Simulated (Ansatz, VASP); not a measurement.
# HfTa in VASP and in Ansatz

Contents of INCAR:

```
  PREC = Accurate
  ENCUT = 520
  EDIFF = 1E-6
  ISMEAR = -1
  SIGMA = 0.05
  LREAL = F
  LASPH = T
  NELM = 60
  ALGO = Normal
  ISIF = 2
  LWAVE = F
  LCHARG = F
  GGA = PE
  NBANDS = 18
```

The input KPOINTS:

```
regular mesh
0
Gamma
  6 6 3
```

Contents of POSCAR:

```
HfTa
1.0
    1.7127470000     -2.3996010000      0.0000000000
    1.7127470000      2.3996010000      0.0000000000
    0.0000000000      0.0000000000      4.8475550000
Ta Hf
1 1
Direct
    0.5000000000      0.5000000000      0.5000000000
    0.0000000000      0.0000000000      0.0000000000
```

File input.yaml:

```yaml
crystal:
  lattice:
    - [1.712747, -2.399601, 0.0]
    - [1.712747, 2.399601, 0.0]
    - [0.0, 0.0, 4.847555]
  atoms:
    - { symbol: Ta, position: [0.5, 0.5, 0.5] }
    - { symbol: Hf, position: [0.0, 0.0, 0.0] }
hamiltonian:
  xc: pbe
  pseudopotentials: { kind: paw }
kpoints:
  mp_grid: { grid: [6, 6, 3] }
  band_path:
    path:
      - [[0.0, 0.0, 0.0], [0.377364493, 0.377364493, 0.0], [0.0, 0.5, 0.0], [0.0, 0.5, 0.5], [0.377364493, 0.377364493, 0.5], [0.0, 0.0, 0.5], [0.0, 0.0, 0.0], [-0.5, 0.5, 0.0], [-0.377364493, 0.622635507, 0.0], [-0.377364493, 0.622635507, 0.5], [-0.5, 0.5, 0.5], [-0.5, 0.5, 0.0]]
      - [[0.0, 0.0, 0.5], [-0.5, 0.5, 0.5]]
    npoints: 14
scf:
  occupations: { method: fermi_dirac, width: 0.05 }
  n_extra_bands: 6
output:
  forces: true
  stress: true
  eigenvalues: true
  fatbands: false
```

The cell comes from a database or a generator and needn't be the stable form of this composition.

Alike in both runs: functional PBE; k mesh 6 × 6 × 3; occupations fermi-dirac, width 0.05 eV; no spin polarisation.

```csv
,VASP,Ansatz
version,VASP 6.6.1,Ansatz 0.2.0
potentials or method,"VASP PAW PBE potentials, release 64 (Ta_pv, Hf_pv)",Ansatz PAW
plane-wave cutoff (eV),520,420
valence electrons in the cell,21,39
task,single point,band structure
```

```csv
,VASP,Ansatz,Ansatz less VASP
gap on the k mesh at the Fermi level (eV),none,none,-
pressure (GPa),0.4,0.7,+0.26
largest component of the traceless stress (GPa),2.16,2.16,+0.005
```

A gap of «none» marks a metal or a gap that the smearing closes. With one functional, cell and mesh, what is left measures potentials, basis and numerics. The two sets of potentials don't hold the same shells in valence.

Caveats: the k mesh is coarse (spacing up to 0.43 Å⁻¹), so the values aren't converged; spin-orbit coupling is left out, which moves the levels of the heavy elements (Ansatz). Spin-orbit coupling is left out, which matters for the levels of Hf, Ta.
